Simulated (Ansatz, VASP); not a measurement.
# Cross-check of H2CClF between VASP and Ansatz, part 2 of 2

Wanted: the spread between two codes on one cell, functional and k mesh. The cell is taken from a series of runs on this material, whose earlier steps may have relaxed, scaled, displaced or heated it; both programs get it as it stands. Other levels of theory on this material are compared in a session of their own.

VASP 6.6.1 and Ansatz 0.2.0.

So far. Step 2 (VASP: single point, r2SCAN): The run ends at a pressure of -0.57 GPa, with forces up to 0.40 eV/Å.

## (3) Ansatz: single point, r2SCAN

Level of this step: Ansatz beside VASP: Kohn-Sham DFT, plane waves, r2SCAN (Ansatz).

Ansatz runs on its default PAW (the set named soft_2) files.

The same cell, functional and mesh now go to Ansatz, which takes its cutoff from its data sets.

File input.yaml:

```yaml
crystal:
  lattice:
    - [5.0206, 0.0, 0.0]
    - [0.0, 4.1477, 0.0]
    - [-2.1143188253, 0.0, 6.4288463713]
  atoms:
    - { symbol: H, position: [0.2853907074, 0.3914333251, 0.1553547444] }
    - { symbol: H, position: [0.7146092926, 0.8914333251, 0.8446452556] }
    - { symbol: H, position: [0.5708661695, 0.1079278767, 0.2708692269] }
    - { symbol: H, position: [0.4291338305, 0.6079278767, 0.7291307731] }
    - { symbol: C, position: [0.3461441783, 0.1407585261, 0.1942650717] }
    - { symbol: C, position: [0.6538558217, 0.6407585261, 0.8057349283] }
    - { symbol: Cl, position: [0.1665216804, 0.0025228448, 0.3683413112] }
    - { symbol: Cl, position: [0.8334783196, 0.5025228448, 0.6316586888] }
    - { symbol: F, position: [0.2645503672, 0.9578574273, 0.0149998989] }
    - { symbol: F, position: [0.7354496328, 0.4578574273, 0.9850001011] }
kpoints:
  mp_grid: { grid: [6, 6, 4] }
  band_path:
    path:
      - [0.0, 0.0, 0.0]
      - [0.0, 0.5, 0.0]
      - [0.0, 0.5, 0.5]
      - [0.0, 0.0, 0.5]
      - [-0.5, 0.0, 0.5]
      - [-0.5, 0.5, 0.5]
      - [-0.5, 0.5, 0.0]
      - [-0.5, 0.0, 0.0]
      - [-0.5, 0.45, 0.0]
    npoints: 1
hamiltonian:
  xc: r2scan
scf:
  occupations: { method: fixed }
  n_extra_bands: 7
output:
  eigenvalues: true
  forces: true
  stress: true
```

The run is started by

```console
ansatz run input.yaml --threads 3 --pin off --max-ram 92160MiB --backend cuda --devices 1 --max-vram 13GiB --events-out ev --progress --plain --runs-dir out
```

Numbers of over 12 decimals in the logs are rounded to 6 here.

Log:

```text
scf.n_extra_bands = 7 over 20 filled bands (N_el = 40.0): the run solves 27 bands
GPUs: using 1 of 1 available (devices: 1).
Engine: ansatz 0.2.0, x86_64-unknown-linux-gnu
Pseudopotentials: kind: paw
Pseudopotential: H, paw, valence charge 1, recommended cutoff 500 eV (meta_gga), H.paw.azcp
Pseudopotential: C, paw, valence charge 4, recommended cutoff 500 eV (meta_gga), C.paw.azcp
Pseudopotential: Cl, paw, valence charge 7, recommended cutoff 500 eV (meta_gga), Cl.paw.azcp
Pseudopotential: F, paw, valence charge 7, recommended cutoff 500 eV (meta_gga), F.paw.azcp
Functional definition: r2SCAN
  parameter k0 = 0.174
  parameter k1 = 0.065
  parameter a1 = 4.9479
  exchange = r2scan_x(k0 = k0, k1 = k1, a1 = a1)
  correlation = r2scan_c
device memory: the entry about to start is reckoned to put 4.4 GiB on a device that reports 41.0 GiB free (of which the cap on the GPU budget leaves the run 13.0 GiB)
GPU FFT provider: cuFFT
GPU libraries: cuBLAS 13.8.2, cuFFT 12.4.0, cuSOLVER 12.3.4
Crystal: 10 atoms, lattice volume = 133.874 Å³
Basis set: ecut = 500 eV, 3397 PW (Γ), exchange–correlation on 160×128×200 points (64 copies of the dense FFT grid, shifted against one another)
Bands: 27, of which v1, the nominal top of the filled ones, is band 20 counted from 1 (19 counted from 0)
Symmetry: 2 space group operations
Space group: P21 (ITA 4), of the structure as read, at distance tolerance 5.1e-5 Å
k-points: 56 of 144 (time reversal used)
Non-local potential: H, projectors of the file, l = 0: 2, l = 1: 1
Non-local potential: C, projectors of the file, l = 0: 2, l = 1: 2, l = 2: 1
Non-local potential: Cl, projectors of the file, l = 0: 2, l = 1: 2, l = 2: 2
Non-local potential: F, projectors of the file, l = 0: 2, l = 1: 2, l = 2: 1
PAW form: soft (Blöchl's): semilocal exchange-correlation on the pseudo side does not see the compensation charge
PAW frozen core: C, regenerated for the run's functional (the file was generated under x = pbe(κ = 0.804, μ = 0.219515), c = pbe(β = 0.066725))
PAW frozen core: Cl, regenerated for the run's functional (the file was generated under x = pbe(κ = 0.804, μ = 0.219515), c = pbe(β = 0.066725))
PAW frozen core: F, regenerated for the run's functional (the file was generated under x = pbe(κ = 0.804, μ = 0.219515), c = pbe(β = 0.066725))
PAW one-centre angular grid: H, 302 points (default); XC on 160 Gauss nodes
PAW one-centre angular grid: C, 302 points (default); XC on 239 of its mesh's 2573 points in the sphere
PAW one-centre angular grid: Cl, 302 points (default); XC on 160 Gauss nodes
PAW one-centre angular grid: F, 302 points (default); XC on 160 Gauss nodes
Initial density: superposition of atomic densities (neutral atoms: chi_scale 0, normalization atom), corrected by the library's trained network
Initial wavefunctions: pseudopotential atomic-orbital guess
GPU buffer pool allocated for 64000 grid points (all kernels)
GPU transforms: local potential and band sums: pruned to the plane-wave sphere, on 40×32×50
Functional: x = r2scan, c = r2scan; τ floored in thin density (d = 2e-4 eV/Å³)
SCF iter   1: F=—  HF=-4354.646636 eV  |F-HF|=—  |Δ(HF+E_count)|=         —  Δρ=7.41e-3  dr2=5.90e-2  dr2_τ=4.43e-1  ethr=1.77e-3  ⟨swp⟩=4.0  Hψ=6109  notcnv=0  defer=280
preconditioner: auto → Resta (q_TF=auto, 2.231 Å⁻¹)  ε∞=2.9  [insulator: Δε(μ)=6.562 eV  Ē_g=13.991 eV  n_scr=26 (ndim 8)  ℏωp=19.3 eV  f_vac=0.109  ε∞_Penn≈2.9]
SCF iter   2: F=—  HF=-4354.550629 eV  |F-HF|=—  |Δ(HF+E_count)|=   9.60e-2  Δρ=3.21e-3  dr2=5.56e-3  dr2_τ=1.32e-3  ethr=1.47e-4  ⟨swp⟩=3.0  Hψ=3294  notcnv=0  defer=280
SCF iter   3: F=—  HF=-4354.549646 eV  |F-HF|=—  |Δ(HF+E_count)|=   9.83e-4  Δρ=1.12e-3  dr2=7.00e-4  dr2_τ=9.32e-5  ethr=1.39e-5  ⟨swp⟩=2.0  Hψ=2283  notcnv=0  defer=280
SCF iter   4: F=—  HF=-4354.549677 eV  |F-HF|=—  |Δ(HF+E_count)|=   3.15e-5  Δρ=2.92e-4  dr2=5.46e-5  dr2_τ=6.30e-6  ethr=1.75e-6  ⟨swp⟩=2.0  Hψ=2399  notcnv=0  defer=280
SCF iter   5: F=—  HF=-4354.549669 eV  |F-HF|=—  |Δ(HF+E_count)|=   7.89e-6  Δρ=5.79e-5  dr2=3.54e-6  dr2_τ=7.62e-7  ethr=1.37e-7  ⟨swp⟩=2.9  Hψ=2526  notcnv=0  defer=248
SCF iter   6: F=—  HF=-4354.549672 eV  |F-HF|=—  |Δ(HF+E_count)|=   2.31e-6  Δρ=2.09e-5  dr2=3.77e-7  dr2_τ=3.27e-8  ethr=8.85e-9  ⟨swp⟩=2.1  Hψ=2301  notcnv=0  defer=254
SCF iter   7: F=-4354.549672 eV  HF=-4354.549672 eV  |F-HF|=1.03e-8  |Δ(HF+E_count)|=   4.30e-7  Δρ=2.50e-6  dr2=9.97e-9  dr2_τ=1.16e-9  ethr=2.50e-10  ⟨swp⟩=11.9  Hψ=8962  notcnv=0
SCF 1 converged in 7 iterations: F = -4354.549672 eV  dr2 = 9.97e-9
  greatest PAW one-centre occupation: 0.935 electrons in one spin orbital (limit 2), on the F atom at site 9 (counted from 0), in its partial waves of l = 0
device memory: the entry about to start is reckoned to put 1.1 GiB on a device that reports 41.6 GiB free (of which the cap on the GPU budget leaves the run 13.0 GiB)
NSCF: frozen V_eff on 9 k-points, pencils in batches of 32, up to order 120
SCF converged after 7 iterations
Free energy (F): -4354.549672 eV
Harris-Foulkes:  -4354.549672 eV  (|F-HF|=1.03e-8)
Internal energy: -4354.549672 eV  (E = F + TS)
E sigma→0 (E₀):  -4354.549672 eV
Fermi energy:    -1.050300 eV
--- Per-component energies (eV) ---
  E_band       = -331.807973
  E_kinetic    = 966.835345
  E_local      = -2748.668739  (includes V_loc(G=0)·N_el)
  E_nonlocal   = 261.927223
  E_hartree    = 984.617100
  E_xc         = -493.119557
  E_vxc        = -678.840431  (∫ρ·V_xc dr)
  E_paw        = -1941.909600  (= ΣΔE_a)
  E_vpaw       = -144.341213  (= ΣTr[D̂ρ^β])
  E_aug_tail   = 0.000179  (compensation charges beyond the density's cutoff)
  E_vtau       = 42.045665  (kinetic-family band-sum trace: ∫τ·v_τ [+ j·A + Jᵃ·Aᵃ] dr)
  E_ewald      = -1383.846480
  E_core_change = -0.385144  (= ΣΔE_core)
  E_smearing   = -0.000000  (= −TS)
  E_closure    = 0.000000  (closes the sum)
  Σ components = -4354.549672   (vs F -4354.549672, Δ=0.00e0)
--- Forces (eV/Å), atoms counted from 1 ---
  atom   1  H      0.03862564    -0.24043010     0.03350039
  atom   2  H     -0.03862564    -0.24043010    -0.03350039
  atom   3  H     -0.23552370     0.00482551    -0.13438703
  atom   4  H      0.23552370     0.00482551     0.13438703
  atom   5  C      0.13456749     0.06392950    -0.10498292
  atom   6  C     -0.13456749     0.06392950     0.10498292
  atom   7  Cl     0.10543089     0.01944971    -0.11799270
  atom   8  Cl    -0.10543089     0.01944971     0.11799270
  atom   9  F     -0.02383148     0.15227456     0.26888372
  atom  10  F      0.02383148     0.15227456    -0.26888372
  max |Σ_I F_I| component: 9.84e-5 eV/Å
--- Stress (GPa, compression-positive) ---
       -0.594304      -0.000000      -0.079049
       -0.000000      -0.722569       0.000000
       -0.079055       0.000000      -0.949227
  P = ⅓ Tr σ = -0.7554 GPa (-7.554 kbar)
--- Band table (eV; the first three rows and the last of 56) ---
  k-point 0: bands = [... 16 lower, -1.8339, -1.8205, -1.7778, -1.3004, 5.8564, 6.0745, 6.6802, 7.8206, ... 3 higher]
  k-point 1: bands = [... 16 lower, -1.9494, -1.7389, -1.7053, -1.3177, 5.8810, 6.0470, 6.7397, 7.5469, ... 3 higher]
  k-point 2: bands = [... 16 lower, -1.9872, -1.6943, -1.6679, -1.3366, 5.9470, 5.9717, 6.8934, 7.2277, ... 3 higher]
  k-point 55: bands = [... 16 lower, -1.8530, -1.8530, -1.0541, -1.0541, 6.0652, 6.0652, 7.3876, 7.3876, ... 3 higher]
```

Reading the cycles: dr2 is the Hartree energy of the density residual (eV), the measure of convergence; HF is the Harris–Foulkes estimate of the energy, which meets the free energy F at convergence.

## (4) Side by side

Known differences besides the potentials themselves: VASP keeps PBE cores, Ansatz makes them for the functional; fixed occupations in Ansatz, narrow Gaussian smearing in VASP; the cutoff is 500 eV in Ansatz and 660 eV in VASP. Total energies have different zeros and are not compared.

Both answers:

| quantity | Ansatz | VASP | difference |
| --- | --- | --- | --- |
| pressure (GPa) | -0.76 | -0.57 | -0.19 |
| gap on the k mesh (eV) | 6.578 | 6.608 | -0.030 |

Forces (eV/Å; atoms numbered as in POSCAR):

| atom | Ansatz x, y, z | VASP x, y, z |
| --- | --- | --- |
| H1 | 0.039, -0.240, 0.034 | 0.027, -0.196, 0.016 |
| H2 | -0.039, -0.240, -0.034 | -0.027, -0.196, -0.016 |
| H3 | -0.236, 0.005, -0.134 | -0.191, -0.005, -0.118 |
| H4 | 0.236, 0.005, 0.134 | 0.191, -0.005, 0.118 |
| C5 | 0.135, 0.064, -0.105 | 0.051, 0.247, 0.310 |
| C6 | -0.135, 0.064, 0.105 | -0.051, 0.247, -0.310 |
| Cl7 | 0.105, 0.019, -0.118 | 0.164, 0.045, -0.169 |
| Cl8 | -0.105, 0.019, 0.118 | -0.164, 0.045, 0.169 |
| F9 | -0.024, 0.152, 0.269 | -0.031, -0.091, -0.097 |
| F10 | 0.024, 0.152, -0.269 | 0.031, -0.091, 0.097 |

The forces differ by 167 meV/Å r.m.s., which is 113.1 % of the r.m.s. force of 0.147 eV/Å (both taken over all components). A gap on the mesh is an upper bound, since the band edges may lie between its points.

## (5) What came out

```
r.m.s. force difference (single point, r2SCAN) : 167 meV/Å
```

**Reading.** The r.m.s. force difference is 167 meV/Å (single point, r2SCAN), beyond the 12 meV/Å picked in this series as the mark of a large difference. What causes the difference of the single point, r2SCAN pair stays open here. 3 further runs of this series are not shown here. Such differences can come from data sets, numerical settings and the points named under the comparisons, not from the functional's error against experiment.

[Lines on the potential files, build, host, timing and source positions are cut from VASP's logs without a mark.]

[Logs are printed without paths, hosts, clocks, repeated set-up lines and the standing remarks that a program may print on its own settings, such as how far it seeks lower states.]

[Hosts, paths, dates, database ids (printed as entryN), source tags and the programs' standing remarks are cut or masked in the printed files.]
